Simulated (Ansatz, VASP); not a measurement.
**GeCl2 in two plane-wave programs**

Aim: how closely do two programs agree when they are given the same cell, functional and k mesh? The cell is generated by rule, not measured, and may not be a known phase. The cell is taken from a series of VASP runs on this material, whose earlier steps may have relaxed, scaled or displaced it; both programs get it as it stands.

Main program and level: Ansatz 0.2.0; plane waves, with VASP 6.6.1 beside it; zone-centre phonons at PBEsol.

The structure was built from a prototype and need not be the compound's stable phase.

### 1. Set-up

It takes space group P-3m1 (No. 164, trigonal). Conventional cell: a = 3.592 Å, b = 3.592 Å, c = 6.233 Å, α = 90.00°, β = 90.00°, γ = 120.00°. Ge has 6 Cl at 2.62 Å nearest. Nearest to Cl lie 3 Ge at 2.62 Å. Farther neighbours and most contacts between anions are not listed.

### 2. VASP: zone-centre phonons, PBEsol

Second derivatives magnify differences that forces hide, and they need a tight electronic threshold.

Lines of VASP's logs that name or quote its potential files are left out, and so is its time.

Contents of INCAR:

```
SYSTEM = GeCl2
PREC = Accurate
ENCUT = 410
EDIFF = 1E-08
NELM = 100
ISMEAR = 0
SIGMA = 0.02
LREAL = .FALSE.
ALGO = Normal
GGA = PS
NBANDS = 20
LORBIT = 11
LWAVE = .FALSE.
LCHARG = .FALSE.
KPAR = 4
IBRION = 8
LEPSILON = .TRUE.
```

Contents of POSCAR:

```
GeCl2
1.0
    3.5921000640      0.0000000000      0.0000000000
   -1.7960500320      3.1108499080      0.0000000000
    0.0000000000      0.0000000000      6.2329400000
Ge Cl
1 2
Direct
    0.0000000000      0.0000000000      0.0000000000
    0.3333333330      0.6666666670      0.2573753992
    0.6666666670      0.3333333330      0.7426246008
```

Contents of KPOINTS:

```
Automatic mesh
0
Gamma
12 12 6
0 0 0
```

Potentials, in the order of the species: Ge_d and Cl (PBE family, release 64).

Launch:

```bash
mpirun -np 4 vasp_std
```

Numbers of over 12 decimals in the logs are rounded to 6 here.

Log:

```text
[banner, memory and clock lines left out]
running    4 mpi-ranks, on    1 nodes
 distrk:  each k-point on    1 cores,    4 groups
 distr:  one band on    1 cores,    1 groups

 POSCAR found type information on POSCAR GeCl
 POSCAR found :  2 types and       3 ions
|                                                                             |
|               ----> ADVICE to this user running VASP <----                  |
|                                                                             |
|     You enforced a specific xc type in the INCAR file but a different       |
|     [... a line on the potential file left out ...]
|     I HOPE YOU KNOW WHAT YOU ARE DOING!                                     |
|                                                                             |

 LDA part: xc-table for (Slater+PW92), standard interpolation
 POSCAR, INCAR and KPOINTS ok, starting setup
 FFT: planning ... GRIDC
 FFT: planning ... GRID_SOFT
 FFT: planning ... GRID
 WAVECAR not read
 entering main loop
       N       E                     dE             d eps       ncg     rms          rms(c)
DAV:   1     0.226258956715E+03    0.22626E+03   -0.12114E+04  4764   0.222E+03
DAV:   2     0.187528144507E+02   -0.20751E+03   -0.19819E+03  4664   0.576E+02
DAV:   3    -0.100963963087E+02   -0.28849E+02   -0.28567E+02  4700   0.131E+02
DAV:   4    -0.112422657289E+02   -0.11459E+01   -0.11443E+01  4852   0.298E+01
DAV:   5    -0.112747873495E+02   -0.32522E-01   -0.32519E-01  5232   0.521E+00    0.722E+00
DAV:   6    -0.110413436124E+02    0.23344E+00   -0.75704E-01  5740   0.579E+00    0.437E+00
DAV:   7    -0.110398811914E+02    0.14624E-02   -0.12050E-01  4960   0.184E+00    0.154E+00
DAV:   8    -0.110403809949E+02   -0.49980E-03   -0.14678E-02  5384   0.118E+00    0.104E-01
DAV:   9    -0.110403476333E+02    0.33362E-04   -0.15969E-03  5408   0.336E-01    0.896E-02
DAV:  10    -0.110404070001E+02   -0.59367E-04   -0.17953E-04  4680   0.875E-02    0.440E-02
DAV:  11    -0.110404129062E+02   -0.59062E-05   -0.11179E-05  4620   0.285E-02    0.895E-03
DAV:  12    -0.110404163091E+02   -0.34029E-05   -0.26606E-06  4528   0.113E-02    0.584E-03
DAV:  13    -0.110404163058E+02    0.33542E-08   -0.10519E-07  4948   0.266E-03    0.199E-03
DAV:  14    -0.110404162379E+02    0.67828E-07   -0.73734E-08  4508   0.237E-03    0.350E-04
DAV:  15    -0.110404162378E+02    0.10459E-09   -0.53786E-09  3128   0.681E-04
   1 F= -.11040416E+02 E0= -.11040416E+02  d E =-.121075E-17
 Linear response reoptimize wavefunctions to high precision
DAV:   1    -0.110404162436E+02   -0.57585E-08   -0.12278E-09  2956   0.282E-04
DAV:   2    -0.110404162436E+02   -0.34561E-10   -0.16405E-10  2628   0.128E-04
 Linear response G [H, r] |phi>, progress :
  Direction:   1
       N       E                     dE             d eps       ncg     rms
RMM:   1    -0.454681350033E+02   -0.45468E+02    0.12682E+03  4576   0.600E+02
RMM:   2    -0.784107798948E+02   -0.32943E+02   -0.64161E+01  8524   0.414E+01
RMM:   3    -0.789103796155E+02   -0.49960E+00   -0.23526E+00  8986   0.900E+00
RMM:   4    -0.789314249298E+02   -0.21045E-01   -0.16012E-01  9013   0.199E+00
RMM:   5    -0.789316542575E+02   -0.22933E-03   -0.10595E-02  9268   0.536E-01
RMM:   6    -0.789317311005E+02   -0.76843E-04   -0.83483E-04  9406   0.137E-01
RMM:   7    -0.789317319429E+02   -0.84236E-06    0.22050E-04  9434   0.395E-02
RMM:   8    -0.789317238569E+02    0.80860E-05    0.29434E-04  9414   0.153E-02
RMM:   9    -0.789317456757E+02   -0.21819E-04    0.10211E-04  9294   0.864E-03
RMM:  10    -0.789317389189E+02    0.67568E-05    0.18045E-04  8982   0.648E-03
RMM:  11    -0.789317593888E+02   -0.20470E-04   -0.14002E-04  8621   0.579E-03
RMM:  12    -0.789317372776E+02    0.22111E-04    0.19051E-04  8176   0.557E-03
RMM:  13    -0.789317764963E+02   -0.39219E-04   -0.38053E-04  7808   0.552E-03
RMM:  14    -0.789317311565E+02    0.45340E-04    0.22386E-04  7527   0.550E-03
 Linear response G [H, r] |phi>, progress :
  Direction:   2
       N       E                     dE             d eps       ncg     rms
RMM:   1    -0.456839894914E+02   -0.45684E+02    0.12711E+03  4574   0.600E+02
RMM:   2    -0.761812260378E+02   -0.30497E+02   -0.64586E+01  8482   0.415E+01
RMM:   3    -0.767204825050E+02   -0.53926E+00   -0.21721E+00  8996   0.900E+00
RMM:   4    -0.767313929738E+02   -0.10910E-01   -0.14581E-01  9024   0.204E+00
RMM:   5    -0.767313444428E+02    0.48531E-04   -0.14979E-02  9273   0.554E-01
RMM:   6    -0.767312781916E+02    0.66251E-04   -0.16478E-03  9312   0.151E-01
RMM:   7    -0.767312773567E+02    0.83493E-06   -0.17773E-04  9436   0.456E-02
RMM:   8    -0.767312778289E+02   -0.47219E-06   -0.13519E-05  9488   0.170E-02
RMM:   9    -0.767312777878E+02    0.41069E-07    0.78290E-05  9305   0.843E-03
[...]
RMM:   2    -0.100903012718E+01   -0.67007E+00   -0.22314E-01 21388   0.209E+00    0.198E+00
RMM:   3    -0.932932618145E+00    0.76098E-01   -0.82944E-02 19009   0.155E+00    0.991E-01
RMM:   4    -0.959065078541E+00   -0.26132E-01   -0.82617E-02 20747   0.147E+00    0.246E-01
RMM:   5    -0.973686239315E+00   -0.14621E-01   -0.41220E-03 20511   0.386E-01    0.710E-02
RMM:   6    -0.974609708259E+00   -0.92347E-03   -0.59183E-04 21202   0.115E-01    0.211E-02
[...]
RMM:   4    -0.191393629959E+00    0.33262E-03   -0.98518E-05 20393   0.845E-02    0.104E-02
RMM:   5    -0.191394917675E+00   -0.12877E-05   -0.10003E-05 20818   0.248E-02    0.203E-03
RMM:   6    -0.191402940957E+00   -0.80233E-05   -0.82823E-07 21200   0.991E-03    0.405E-04
RMM:   7    -0.191404505819E+00   -0.15649E-05   -0.24230E-07 21679   0.436E-03    0.206E-04
RMM:   8    -0.191405783208E+00   -0.12774E-05    0.19283E-07 21407   0.219E-03    0.104E-04
RMM:   9    -0.191407001764E+00   -0.12186E-05   -0.50469E-08 21462   0.118E-03    0.228E-05
RMM:  10    -0.191406923953E+00    0.77811E-07   -0.53932E-08 21227   0.697E-04    0.459E-05
RMM:  11    -0.191407173562E+00   -0.24961E-06   -0.12026E-08 21588   0.421E-04    0.328E-05
RMM:  12    -0.191407358665E+00   -0.18510E-06   -0.88546E-09 21489   0.274E-04    0.185E-05
RMM:  13    -0.191407643158E+00   -0.28449E-06   -0.53229E-09 21276   0.188E-04    0.907E-06
RMM:  14    -0.191407481271E+00    0.16189E-06    0.95664E-10 20416   0.131E-04    0.130E-05
RMM:  15    -0.191407510049E+00   -0.28777E-07   -0.52481E-09 21091   0.885E-05    0.121E-05
RMM:  16    -0.191407554782E+00   -0.44733E-07   -0.78330E-10 21316   0.662E-05    0.851E-06
RMM:  17    -0.191407598014E+00   -0.43233E-07   -0.30988E-09 21975   0.516E-05    0.452E-06
RMM:  18    -0.191407648913E+00   -0.50899E-07    0.68373E-10 22513   0.419E-05    0.807E-07
RMM:  19    -0.191407652759E+00   -0.38464E-08   -0.21183E-09 19959   0.326E-05    0.678E-07
 first order change of Fermi-energy   0.73071E-05
 force on displaced ion       1 direction 1 :  -1.587   0.000   0.000
 Born effective charge ion    1 direction 1 :   3.957   0.000   0.000
 Linear response progress:
  Degree of freedom:   2/  4
       N       E                     dE             d eps       ncg     rms          rms(c)
RMM:   1    -0.200935401200E+00   -0.20094E+00    0.34944E+00  4659   0.381E+01
RMM:   2    -0.205396979835E+00   -0.44616E-02   -0.93537E-03  7749   0.674E-01    0.197E-01
RMM:   3    -0.204150636023E+00    0.12463E-02   -0.11134E-03  8224   0.213E-01    0.159E-01
RMM:   4    -0.203934550397E+00    0.21609E-03   -0.14974E-04  8200   0.804E-02    0.905E-02
RMM:   5    -0.203878061850E+00    0.56489E-04   -0.10378E-04  8165   0.564E-02    0.162E-02
RMM:   6    -0.203953665446E+00   -0.75604E-04   -0.18929E-06  8636   0.166E-02    0.419E-03
RMM:   7    -0.203970568048E+00   -0.16903E-04   -0.32397E-06  8421   0.620E-03    0.102E-03
RMM:   8    -0.203970945410E+00   -0.37736E-06   -0.37522E-08  8227   0.280E-03    0.211E-04
RMM:   9    -0.203971539872E+00   -0.59446E-06   -0.35091E-07  8912   0.115E-03    0.109E-04
RMM:  10    -0.203972882820E+00   -0.13429E-05    0.16337E-07  8567   0.510E-04    0.494E-05
RMM:  11    -0.203972726693E+00    0.15613E-06   -0.65617E-08  8821   0.230E-04    0.273E-05
RMM:  12    -0.203972768377E+00   -0.41684E-07    0.63125E-08  8845   0.113E-04    0.158E-05
RMM:  13    -0.203972862406E+00   -0.94029E-07   -0.73915E-08  8698   0.642E-05    0.731E-06
RMM:  14    -0.203972893030E+00   -0.30624E-07   -0.56667E-08  9192   0.392E-05    0.142E-06
RMM:  15    -0.203972887691E+00    0.53386E-08   -0.68110E-08  8164   0.272E-05    0.341E-06
 first order change of Fermi-energy   0.10427E-04
 force on displaced ion       1 direction 3 :   0.000  -0.000 -10.370
 Born effective charge ion    1 direction 3 :   0.000   0.000   1.732
 Linear response progress:
  Degree of freedom:   3/  4
       N       E                     dE             d eps       ncg     rms          rms(c)
RMM:   1    -0.185400753475E+00   -0.18540E+00    0.12786E-02 39684   0.226E+00
RMM:   2    -0.185108562295E+00    0.29219E-03   -0.68519E-03 32210   0.496E-01    0.754E-02
RMM:   3    -0.185469283696E+00   -0.36072E-03   -0.18869E-04 34007   0.937E-02    0.358E-02
RMM:   4    -0.185774202119E+00   -0.30492E-03   -0.25508E-05 33711   0.322E-02    0.787E-03
RMM:   5    -0.185801089740E+00   -0.26888E-04   -0.15143E-06 35368   0.807E-03    0.360E-03
RMM:   6    -0.185778933885E+00    0.22156E-04   -0.64179E-07 34460   0.362E-03    0.110E-03
RMM:   7    -0.185790409819E+00   -0.11476E-04   -0.15698E-06 35150   0.114E-03    0.615E-04
RMM:   8    -0.185789620468E+00    0.78935E-06    0.98724E-07 35573   0.360E-04    0.743E-05
RMM:   9    -0.185788639941E+00    0.98053E-06    0.14806E-07 35980   0.137E-04    0.164E-05
RMM:  10    -0.185788575854E+00    0.64087E-07   -0.19687E-07 36673   0.628E-05    0.113E-05
RMM:  11    -0.185788761956E+00   -0.18610E-06   -0.54334E-08 35938   0.493E-05    0.382E-06
RMM:  12    -0.185788710239E+00    0.51717E-07    0.20667E-08 36429   0.394E-05    0.163E-06
RMM:  13    -0.185788720076E+00   -0.98374E-08   -0.38743E-08 32730   0.359E-05    0.166E-07
 first order change of Fermi-energy   0.28779E-04
 force on displaced ion       2 direction 1 :  -2.000  -0.000   0.000
 Born effective charge ion    2 direction 1 :  -1.979   0.000   0.000
 Linear response progress:
  Degree of freedom:   4/  4
       N       E                     dE             d eps       ncg     rms          rms(c)
RMM:   1    -0.217550930056E+00   -0.21755E+00    0.13194E-02  8969   0.233E+00
RMM:   2    -0.216421231144E+00    0.11297E-02   -0.75059E-03  7451   0.502E-01    0.162E-01
RMM:   3    -0.216397763181E+00    0.23468E-04   -0.48513E-04  7528   0.135E-01    0.932E-02
RMM:   4    -0.216467255879E+00   -0.69493E-04   -0.19192E-05  8112   0.354E-02    0.442E-02
RMM:   5    -0.216504335533E+00   -0.37080E-04   -0.11134E-05  7734   0.228E-02    0.875E-03
RMM:   6    -0.216477292430E+00    0.27043E-04   -0.97190E-07  8111   0.577E-03    0.331E-03
RMM:   7    -0.216471060652E+00    0.62318E-05   -0.95976E-08  7858   0.212E-03    0.742E-04
RMM:   8    -0.216475587541E+00   -0.45269E-05    0.42693E-08  7832   0.110E-03    0.280E-04
RMM:   9    -0.216475941964E+00   -0.35442E-06    0.27305E-08  7942   0.389E-04    0.756E-05
RMM:  10    -0.216475527086E+00    0.41488E-06    0.21924E-08  8135   0.171E-04    0.182E-05
RMM:  11    -0.216475644783E+00   -0.11770E-06   -0.45313E-08  8252   0.707E-05    0.723E-06
RMM:  12    -0.216475610313E+00    0.34470E-07    0.57991E-08  8246   0.493E-05    0.251E-06
RMM:  13    -0.216475601924E+00    0.83883E-08   -0.34616E-08  8384   0.393E-05    0.801E-07
 first order change of Fermi-energy   0.14453E+01
 force on displaced ion       2 direction 3 :   0.000  -0.000  -5.794
 Born effective charge ion    2 direction 3 :   0.000   0.000  -0.867
 Born effective charges drift removed
 Linear response finished
```

[end of part 1 of 2]

[Lines on the potential files, build, host, timing and source positions are cut from VASP's logs without a mark.]

[Logs are printed without paths, hosts, clocks, repeated set-up lines and the standing remarks that a program may print on its own settings, such as how far it seeks lower states.]

[Hosts, paths, dates, database ids (printed as entryN), source tags and the programs' standing remarks are cut or masked in the printed files.]
